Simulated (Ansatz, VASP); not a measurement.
# Cross-check of LaAgPt (LaAgPt in the AlB2 type) between VASP and Ansatz, part 2 of 2

One calculation is typed for both programs; each brings its own data sets. How far apart do they land? The cell is generated by rule, not measured, and may not be a known phase. Of the first pair: The cell is taken from a series of runs on this material, whose earlier steps may have relaxed, scaled, displaced or heated it; both programs get it as it stands.

VASP 6.6.1 and Ansatz 0.2.0.

So far: The structure; Ansatz: relaxation of cell and atoms, LDA, pair 1; VASP: relaxation of cell and atoms, LDA, pair 1.

**4. Side by side**

Known differences besides the potentials themselves: the two LDA forms differ slightly; the data sets hold 48 valence electrons in Ansatz (on its PAW soft_1 files) and 32 in VASP; the cutoff is 420 eV in Ansatz and 500 eV in VASP; VASP's log shows a relativistic correction to its local exchange, Ansatz's none; Ansatz adds a Pulay correction to the stress that steers its cell, VASP none. Total energies have different zeros and are not compared.

The two programs side by side:

```
                                         quantity  Ansatz   VASP  difference
                                      volume (Å³)   65.98  65.98     +0.01 %
edge a after relaxation, in the typed setting (Å)   4.569  4.573     -0.08 %
edge c after relaxation, in the typed setting (Å)   3.649  3.643     +0.16 %
```

**5. VASP: relaxation of cell and atoms, LDA, pair 2**

The relaxed volume is the usual yardstick between codes: in a stiff, nearly cubic crystal its relative difference is about their pressure difference at one cell divided by the bulk modulus. Its start cell is another than that of the pair before, and may be another structure of the material.

The input, INCAR:

```
SYSTEM = LaAgPt
PREC = Accurate
ENCUT = 500
EDIFF = 1E-07
NELM = 200
ISMEAR = 0
SIGMA = 0.1
LREAL = .FALSE.
ALGO = Normal
GGA = CA
NBANDS = 22
LASPH = .TRUE.
LORBIT = 11
LWAVE = .FALSE.
LCHARG = .FALSE.
ISIF = 3
IBRION = 2
NSW = 80
EDIFFG = -0.005
GGA_COMPAT = .FALSE.
NELMIN = 4
LMAXMIX = 6
KPAR = 2
```

The input, POSCAR:

```
LaAgPt
1.0
    4.5717764818      0.0000032461      0.0000000000
   -2.2858909314      3.9592730632      0.0000000000
    0.0000000000      0.0000000000      3.6478073732
La Ag Pt
1 1 1
Direct
    0.0000000000      0.0000000000      0.0000000000
    0.3333331638      0.6666664850      0.5000000000
    0.6666664639      0.3333332425      0.5000000000
```

The input, KPOINTS:

```
Automatic mesh
0
Gamma
9 9 8
0 0 0
```

PAW data sets: La, Ag and Pt (LDA family, release 64).

Run with:

```
$ mpirun -np 2 vasp_std
```

Numbers of over 12 decimals in the logs are rounded to 6 here.

Output:

```text
[... set-up lines as in an earlier step ...]
 entering main loop
       N       E                     dE             d eps       ncg     rms          rms(c)
DAV:   1     0.236573737363E+03    0.23657E+03   -0.13007E+04  2800   0.209E+03
DAV:   2     0.211642930085E+02   -0.21541E+03   -0.19185E+03  3056   0.309E+02
DAV:   3    -0.165449284167E+02   -0.37709E+02   -0.34573E+02  3818   0.125E+02
DAV:   4    -0.198267752400E+02   -0.32818E+01   -0.29261E+01  4716   0.352E+01
[...]
DAV:  14    -0.186841490935E+02    0.26687E-06   -0.38652E-06  4200   0.197E-02    0.299E-03
DAV:  15    -0.186841489476E+02    0.14597E-06   -0.11638E-06  4194   0.874E-03    0.101E-03
DAV:  16    -0.186841489397E+02    0.78412E-08   -0.10295E-07  2280   0.368E-03
   1 F= -.18684149E+02 E0= -.18680690E+02  d E =-.186841E+02
[...]
N       E                     dE             d eps       ncg     rms          rms(c)
DAV:   1    -0.186841826717E+02   -0.33724E-04   -0.91764E-04  3726   0.352E-01    0.339E-02
DAV:   2    -0.186841566604E+02    0.26011E-04   -0.13689E-04  3744   0.105E-01    0.141E-02
DAV:   3    -0.186841532987E+02    0.33617E-05   -0.12617E-05  4300   0.375E-02    0.721E-03
DAV:   4    -0.186841522371E+02    0.10616E-05   -0.30682E-06  4262   0.168E-02    0.272E-03
DAV:   5    -0.186841521309E+02    0.10616E-06   -0.43814E-07  3384   0.652E-03    0.152E-03
DAV:   6    -0.186841521230E+02    0.79158E-08   -0.10771E-07  2432   0.442E-03
   2 F= -.18684152E+02 E0= -.18680687E+02  d E =-.318329E-05
 trial-energy change:   -0.000003  1 .order   -0.000003   -0.000004   -0.000002
 step:   2.0124(harm=  2.0124)  dis= 0.00000  next Energy=   -18.684153 (dE=-0.446E-05)
 reached required accuracy - stopping structural energy minimisation
```

OUTCAR, selected parts (step 5):

```text
  Total        0.0075156      0.0075156     -0.0073410      0.0000000      0.0000000      0.0000000
  in kB        0.1824059      0.1824059     -0.1781694      0.0000000      0.0000000      0.0000000
  external PRESSURE =       0.0622141 kB  Pullay stress =       0.0000000 kB

 POSITION                                       TOTAL-FORCE (eV/Angst)
 -----------------------------------------------------------------------------------
      4.57186      0.00000     -0.00000         0.000000      0.000000      0.000000
     -0.00000      2.63956      1.82342        -0.000000     -0.000000     -0.000000
      2.28593      1.31978      1.82342        -0.000000      0.000000      0.000000
 -----------------------------------------------------------------------------------
    total drift:                                0.000283      0.000302      0.000000

  FREE ENERGIE OF THE ION-ELECTRON SYSTEM (eV)
  ---------------------------------------------------
  free  energy   TOTEN  =       -18.6841521230 eV

  energy  without entropy=      -18.6772227250  energy(sigma->0) =      -18.68068742

[... 2 parts as in an earlier step ...]

[... 2 further parts left out ...]
[key lines of the parts left out:]
E-fermi :   9.0366
```

**6. Ansatz: relaxation of cell and atoms, LDA, pair 2**

Its own start cell and the same functional (in two slightly different forms), mesh and smearing now go to Ansatz, which takes its cutoff from its data sets.

The two relaxations start from unlike cells of this crystal (the structure described is Ansatz's start), so only their ends are compared.

The input, input.yaml:

```yaml
crystal:
  lattice:
    - [4.23631, 0.0, 0.0]
    - [-2.11816, 3.66876, 0.0]
    - [0.0, 0.0, 4.44813]
  atoms:
    - { symbol: La, position: [0.0, 0.0, 0.0] }
    - { symbol: Ag, position: [0.33333333, 0.66666667, 0.5] }
    - { symbol: Pt, position: [0.66666667, 0.33333333, 0.5] }
kpoints:
  mp_grid: { grid: [9, 9, 8] }
hamiltonian:
  xc: lda
  pseudopotentials: { kind: paw, azcp: { folder: soft_1 }, xc_functional: pbe }
scf:
  occupations: { method: gaussian, width: 0.1 }
output:
  forces: true
  stress: true
  eigenvalues: true
relax:
  adjacent_minimum: "off"
  f_tol: 0.005
  max_steps: 80
  cell: { stress_tol: 0.05 }
```

Run with:

```
$ ansatz run input.yaml --threads 4 --pin off --max-ram 12288MiB --backend cpu --events-out ev --progress --plain --runs-dir out
```

Output:

```text
[...]
Crystal: 3 atoms, lattice volume = 69.133 Å³
Basis set: ecut = 420 eV, 1353 PW (Γ)
Bands: 29, of which v1, the nominal top of the filled ones, is band 24 counted from 1 (23 counted from 0)
Symmetry: 12 space group operations
[...]
k-points: 60 of 648 (time reversal used)
[...]
--- Relaxed structure (7 steps of the walk, 7 accepted, 2 SCFs on fresh bases) ---
[...]
cell:  # Å, volume = 65.9942 Å³
    - [4.569172, 3.1135702298515252e-6, 0.0]
    - [-2.284589, 3.957017, 0.0]
    - [0.0, 0.0, 3.650060]
  atoms:
    - { symbol: La, position: [0, 0, 0.0] }
    - { symbol: Ag, position: [0.333333, 0.666667, 0.500000] }
    - { symbol: Pt, position: [0.666667, 0.333333, 0.500000] }
[key lines of the parts left out:]
SCF converged after 5 iterations
Free energy (F): -25782.609946 eV
Fermi energy:    15.707797 eV
P = ⅓ Tr σ = 0.0061 GPa (0.061 kbar)
```

**7. Comparison**

What differs besides the data sets and the points named for the pairs above, as far as they apply: the data sets hold 48 valence electrons in Ansatz (on its PAW soft_1 files) and 32 in VASP. Total energies have different zeros and are not compared.

The two programs side by side:

```
                                         quantity  Ansatz   VASP  difference
                                      volume (Å³)   65.99  66.01     -0.03 %
edge a after relaxation, in the typed setting (Å)   4.569  4.572     -0.06 %
edge c after relaxation, in the typed setting (Å)   3.650  3.647     +0.09 %
```

**8. Ansatz: zone-centre phonons, LDA**

Second derivatives magnify differences that forces hide, and they need a tight electronic threshold.

The cell is taken from a series of runs on this material, whose earlier steps may have relaxed, scaled, displaced or heated it; both programs get it as it stands.

The input, input.yaml:

```yaml
crystal:
  lattice:
    - [4.5691725199, 3.1136e-06, 0.0]
    - [-2.2845889564, 3.9570179197, 0.0]
    - [0.0, 0.0, 3.6494168305]
  atoms:
    - { symbol: La, position: [0.0, 0.0, 0.0] }
    - { symbol: Ag, position: [0.3333333333, 0.6666666667, 0.5] }
    - { symbol: Pt, position: [0.6666666667, 0.3333333333, 0.5] }
kpoints:
  mp_grid: { grid: [4, 4, 4] }
hamiltonian:
  xc: lda
  pseudopotentials: { kind: paw, azcp: { folder: soft_1 }, xc_functional: pbe }
scf:
  occupations: { method: methfessel_paxton, width: 0.2 }
output:
  eigenvalues: true
phonons:
  method: dfpt
  qmesh: [2, 2, 2]
  temperatures: { t_max: 1000, t_step: 50 }
  qpath:
    path:
      - [[0.0, 0.0, 0.0], [0.5, 0.0, 0.0], [0.33333333, 0.33333333, 0.0], [0.0, 0.0, 0.0], [0.0, 0.0, 0.5], [0.5, 0.0, 0.5], [0.33333333, 0.33333333, 0.5], [0.0, 0.0, 0.5]]
      - [[0.5, 0.0, 0.5], [0.5, 0.0, 0.0]]
      - [[0.33333333, 0.33333333, 0.5], [0.33333333, 0.33333333, 0.0]]
    npoints: 10
```

Output:

```text
[...]
largest difference from the sums on the solved wave vectors: F 1.79e-1 eV, S 2.26e-4 and C_V 4.73e-5 eV/K
  zero-point energy: 0.048914 eV/cell   skipped modes (ω ≤ 0): 176, of them read as no rigid motion or as one in doubt: 173 (5.833e-1 modes/cell left out, lowest -43.08 cm⁻¹)   left out of the sums: 6.49e-2 of the cell's modes: C_V's classical limit lies that fraction below 3 k_B per atom; for a crystal, a wire or a layer, F and S can be off by more, and a phonons.interpolated_qmesh denser along its periods is the remedy for the sampling
[key lines of the parts left out:]
SCF converged after 16 iterations
Free energy (F): -25782.585000 eV
Fermi energy:    15.614882 eV
```

**9. VASP: zone-centre phonons, LDA**

The same cell, functional (in two slightly different forms), mesh and smearing now go to VASP, with its own data sets.

The input, INCAR:

```
SYSTEM = LaAgPt
PREC = Accurate
ENCUT = 500
EDIFF = 1E-08
NELM = 200
ISMEAR = 1
SIGMA = 0.2
LREAL = .FALSE.
ALGO = Normal
GGA = CA
NBANDS = 22
LASPH = .TRUE.
LORBIT = 11
LWAVE = .FALSE.
LCHARG = .FALSE.
ISIF = 2
IBRION = 8
GGA_COMPAT = .FALSE.
LMAXMIX = 6
KPAR = 2
```

The input, POSCAR:

```
LaAgPt
1.0
    4.5691725199      0.0000031136      0.0000000000
   -2.2845889564      3.9570179197      0.0000000000
    0.0000000000      0.0000000000      3.6494168305
La Ag Pt
1 1 1
Direct
    0.0000000000      0.0000000000      0.0000000000
    0.3333333333      0.6666666667      0.5000000000
    0.6666666667      0.3333333333      0.5000000000
```

The input, KPOINTS:

```
Automatic mesh
0
Gamma
4 4 4
0 0 0
```

Run with:

```
$ mpirun -np 2 vasp_std
```

Output:

```text
[... set-up lines as in an earlier step ...]
 entering main loop
       N       E                     dE             d eps       ncg     rms          rms(c)
DAV:   1     0.229161005927E+03    0.22916E+03   -0.13075E+04   584   0.213E+03
DAV:   2     0.194532596415E+02   -0.20971E+03   -0.18686E+03   634   0.309E+02
DAV:   3    -0.162357888934E+02   -0.35689E+02   -0.32180E+02   746   0.120E+02
DAV:   4    -0.197426357786E+02   -0.35068E+01   -0.31401E+01   968   0.351E+01
[...]
DAV:  15    -0.186592122378E+02    0.12172E-06   -0.11845E-06   926   0.847E-03    0.111E-03
DAV:  16    -0.186592122240E+02    0.13806E-07   -0.13730E-07   742   0.329E-03    0.134E-04
DAV:  17    -0.186592122246E+02   -0.60936E-09   -0.76313E-09   506   0.104E-03
   1 F= -.18659212E+02 E0= -.18662194E+02  d E =0.894562E-02
 Linear response reoptimize wavefunctions to high precision
DAV:   1    -0.186592122249E+02   -0.30786E-09   -0.36505E-09   552   0.836E-04
DAV:   2    -0.186592122250E+02   -0.10050E-09   -0.10172E-09   474   0.357E-04
[...]
RMM:  29    -0.262649534140E+00   -0.95971E-09   -0.12563E-07  3160   0.220E-03    0.648E-06
RMM:  30    -0.262649535222E+00   -0.10823E-08   -0.15994E-07  3164   0.220E-03    0.706E-06
RMM:  31    -0.262649535484E+00   -0.26168E-09   -0.12823E-07  3181   0.220E-03    0.717E-06
 first order change of Fermi-energy   0.15138E-04
 force on displaced ion       3 direction 1 :  -7.293   0.002   0.000
 Linear response progress:
  Degree of freedom:   6/  6
       N       E                     dE             d eps       ncg     rms          rms(c)
RMM:   1    -0.256739344445E+00   -0.25674E+00   -0.23702E-01  1148   0.259E+00
RMM:   2    -0.256258872979E+00    0.48047E-03   -0.20242E-02  1033   0.761E-01    0.108E-01
RMM:   3    -0.256844813715E+00   -0.58594E-03   -0.13341E-03  1121   0.161E-01    0.648E-02
RMM:   4    -0.257432758087E+00   -0.58794E-03   -0.61145E-04  1192   0.126E-01    0.151E-02
[...]
RMM:  14    -0.257349423039E+00   -0.39467E-07   -0.10884E-07  1259   0.181E-03    0.339E-06
RMM:  15    -0.257349434786E+00   -0.11747E-07   -0.88772E-08  1242   0.185E-03    0.352E-06
RMM:  16    -0.257349441030E+00   -0.62438E-08   -0.92856E-08  1264   0.185E-03    0.191E-06
 first order change of Fermi-energy   0.38315E-03
 force on displaced ion       3 direction 3 :  -0.000   0.000  -0.650
 Linear response finished
```

OUTCAR, selected parts (step 9):

```text
  Total        0.0204922      0.0204922      0.1642641      0.0000000      0.0000000      0.0000000
  in kB        0.4975872      0.4975872      3.9886330      0.0000000      0.0000000      0.0000000
  external PRESSURE =       1.6612691 kB  Pullay stress =       0.0000000 kB

 POSITION                                       TOTAL-FORCE (eV/Angst)
 -----------------------------------------------------------------------------------
      0.00000      0.00000      0.00000        -0.000000      0.000000      0.000000
     -0.00000      2.63801      1.82471         0.000000      0.000000      0.000000
      2.28459      1.31901      1.82471        -0.000000     -0.000000      0.000000
 -----------------------------------------------------------------------------------
    total drift:                                0.000000     -0.000000     -0.000000

[... 2 further parts left out ...]
```

**10. Differences**

What differs besides the data sets and the points named for the pairs above, as far as they apply: VASP's run holds the zone centre alone; the data sets hold 48 valence electrons in Ansatz (on its PAW soft_1 files) and 32 in VASP. Total energies have different zeros and are not compared.

Compared:

```
                  quantity  Ansatz   VASP  difference
     optical mode 1 (cm⁻¹)    31.6   32.2        -0.5
optical mode 2 to 3 (cm⁻¹)    93.2   93.8     -0.66 %
     optical mode 4 (cm⁻¹)    94.9   95.0     -0.09 %
optical mode 5 to 6 (cm⁻¹)   176.2  176.2     +0.00 %
```

Modes are paired by rising frequency, not by their patterns, so a pair may set unlike modes beside each other; they are those without the splitting of longitudinal modes.

**11. Summary of results**

* difference in edge c after relaxation, in the typed setting (relaxation of cell and atoms, LDA, pair 1): 0.16 %
* difference in edge c after relaxation, in the typed setting (relaxation of cell and atoms, LDA, pair 2): 0.090 %
* r.m.s. difference of the optical zone-centre modes, each program's sorted by frequency (zone-centre phonons, LDA): 0.42 cm⁻¹
* difference in optical mode 2 to 3 (zone-centre phonons, LDA): -0.7 %

What this shows: The difference in edge c after relaxation, in the typed setting is 0.16 % (relaxation of cell and atoms, LDA, pair 1), within the 1.2 % picked in this series as the mark of a large difference, as far as the stopping tolerances let one tell. The data sets hold unlike numbers of valence electrons (48 in Ansatz and 32 in VASP), so part of the differences comes from the potentials. Among the rows given in per cent, the largest difference of the zone-centre phonons, LDA pair is in optical mode 2 to 3, -0.7 %. How closely two codes agree says nothing of how well the functional describes the real material.

[Lines on the potential files, build, host, timing and source positions are cut from VASP's logs without a mark.]

[Logs are printed without paths, hosts, clocks, repeated set-up lines and the standing remarks that a program may print on its own settings, such as how far it seeks lower states.]

[Hosts, paths, dates, database ids (printed as entryN), source tags and the programs' standing remarks are cut or masked in the printed files.]
